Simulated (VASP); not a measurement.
VASP ran on this input.

**KPOINTS**
```
Automatic mesh
0
G
  15 15 9
```

**INCAR**
```
# general
SYSTEM   =  Os
PREC     =  Accurate
ENCUT    =  500
LREAL    =  .False.   # projection in real space or not
LASPH    =  .True.   # aspherical one-centre terms

# electronic loop
EDIFF    =  1E-6   # SCF stop (eV)
NELM     =  100
ALGO     =  Normal   # blocked Davidson
LMAXMIX  =  6   # l cut-off of mixed one-centre charges

# smearing
ISMEAR   =  1   # Methfessel-Paxton
SIGMA    =  0.1

# functional
GGA      =  PS

# ions
IBRION   =  2   # conjugate gradients
NSW      =  40
ISIF     =  3   # ions, shape and volume
EDIFFG   =  -0.02   # ionic stop
PSTRESS  =  200   # kbar

# output
LWAVE    =  .False.
LCHARG   =  .False.
```

**POSCAR**
```
Os
1.0
  1.3451024659  -2.3297854346   0.0000000000
  1.3451024659   2.3297854346   0.0000000000
  0.0000000000   0.0000000000   4.2598254604
Os
2
direct
  0.3333330000   0.6666670000   0.2500000000
  0.6666670000   0.3333330000   0.7500000000
```

POTCAR, in this order: Os (PBE.64 set). Program: vasp_std.

Problem. Write an equivalent input for Ansatz.

Solution. One equivalent input (not run):
Ansatz 0.2 input:
```yaml
crystal:
  lattice:
    - [1.3451025, -2.3297854, 0.0000000]
    - [1.3451025, 2.3297854, 0.0000000]
    - [0.0000000, 0.0000000, 4.2598255]
  atoms:
    - { symbol: Os, position: [0.3333330, 0.6666670, 0.2500000] }
    - { symbol: Os, position: [0.6666670, 0.3333330, 0.7500000] }
kpoints:
  mp_grid: { grid: [15, 15, 9] }
hamiltonian:
  xc: pbesol
  pseudopotentials: { kind: paw }
scf:
  occupations: { method: methfessel_paxton, width: 0.1 }
  max_iter: 100
relax:
  max_steps: 40
  f_tol: 0.02
  cell: { p_target: 20 }
output: { forces: true, stress: true, eigenvalues: true }
```
The two are equivalent in intent, not identical: each code has its own PAW files, so the cut-off isn't converted (ENCUT is set for VASP's; basis.ecutwfc is left out, and Ansatz then takes the one that its files recommend); Ansatz stops its SCF on the density residual and VASP on the energy change (EDIFF).

The compound is Os in the hcp structure. It was relaxed first under an external pressure of 20 GPa.
